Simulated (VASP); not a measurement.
```
HgTe
1.0
    0.00000     3.32032     3.32032
    3.32032     0.00000     3.32032
    3.32032     3.32032     0.00000
Hg Te
1 1
Cartesian
  0.00000   0.00000   0.00000
  1.66016   1.66016   1.66016
```

Computed with modified Becke-Johnson potential (mBJ) with spin-orbit coupling, VASP's PBE PAW potentials (set 64) (plane waves; VASP). Numerical set-up: 350 eV cut-off, 6×6×6 Γ-centred mesh, Gaussian smearing of 0.050 eV, potentials Hg Te.

mBJ is a potential without an energy functional, so only the levels count.

Q: Give the energies of bands 12 to 25 at the high-symmetry points, in eV from the Fermi level.

A: 
```json
[
 {"band": "12", "Γ": "-6.15", "X": "-5.72", "U": "-5.65", "L": "-5.81", "W": "-5.60"},
 {"band": "13", "Γ": "-0.70", "X": "-4.87", "U": "-4.99", "L": "-4.87", "W": "-5.03"},
 {"band": "14", "Γ": "-0.70", "X": "-4.87", "U": "-4.79", "L": "-4.87", "W": "-4.84"},
 {"band": "15", "Γ": "-0.37", "X": "-2.20", "U": "-2.64", "L": "-1.26", "W": "-2.53"},
 {"band": "16", "Γ": "-0.37", "X": "-2.20", "U": "-2.51", "L": "-1.26", "W": "-2.30"},
 {"band": "17", "Γ": "0.00", "X": "-1.96", "U": "-1.74", "L": "-0.79", "W": "-2.23"},
 {"band": "18", "Γ": "0.00", "X": "-1.96", "U": "-1.74", "L": "-0.79", "W": "-2.19"},
 {"band": "19", "Γ": "0.00", "X": "2.13", "U": "2.33", "L": "1.04", "W": "2.80"},
 {"band": "20", "Γ": "0.00", "X": "2.13", "U": "2.54", "L": "1.04", "W": "3.18"},
 {"band": "21", "Γ": "3.84", "X": "3.13", "U": "4.31", "L": "5.02", "W": "4.93"},
 {"band": "22", "Γ": "3.84", "X": "3.13", "U": "4.34", "L": "5.02", "W": "5.02"},
 {"band": "23", "Γ": "4.87", "X": "8.36", "U": "6.92", "L": "5.46", "W": "5.26"},
 {"band": "24", "Γ": "4.87", "X": "8.36", "U": "7.16", "L": "5.46", "W": "5.89"},
 {"band": "25", "Γ": "4.87", "X": "8.46", "U": "7.42", "L": "7.41", "W": "6.58"}
]
```

It has no gap at this level: it comes out as a metal or semimetal.

The compound is HgTe in the zinc blende structure. It was relaxed first, which changed the volume by +9 %. The cell's shape comes from a PBE relaxation.
